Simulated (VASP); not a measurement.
A run of VASP 6.6.1:

Contents of INCAR:

```
SYSTEM = Mo
ALGO = Normal
EDIFF = 1E-8
ENCUT = 520
GGA = PE
IBRION = 6
ISIF = 3
ISMEAR = 0
LASPH = .True.
LCHARG = .False.
LREAL = .False.
LWAVE = .False.
NBANDS = 13
NELM = 80
NFREE = 2
NSW = 1
POTIM = 0.015
PREC = Accurate
SIGMA = 0.3
```

Contents of KPOINTS:

```
k-points
0
Gamma
  18 18 18
  0 0 0
```

Contents of POSCAR:

```
Mo                                      
1.0
   -1.5437461221      1.5437461221      1.5437461221
    1.5437461221     -1.5437461221      1.5437461221
    1.5437461221      1.5437461221     -1.5437461221
  Mo            
     1
Direct
     0.0000000000000000    0.0000000000000000    0.0000000000000000
```

Potentials or basis: VASP PAW PBE potentials, release 64 (Mo_sv).

Run with:

```console
$ cat potpaw_PBE.64/Mo_sv/POTCAR > POTCAR
$ mpirun -np 1 vasp_std > vasp.out
```

Hardware: 1 thread of AMD EPYC 9R45 96-Core Processor (Zen 5), with other jobs on the host.

Estimate the wall time of this run.

Wall time 12 min on 1 thread of AMD EPYC 9R45 96-Core Processor (Zen 5), with other jobs on the host, peak memory 0.52 GiB. Counts: scf iterations 142, k points 195.
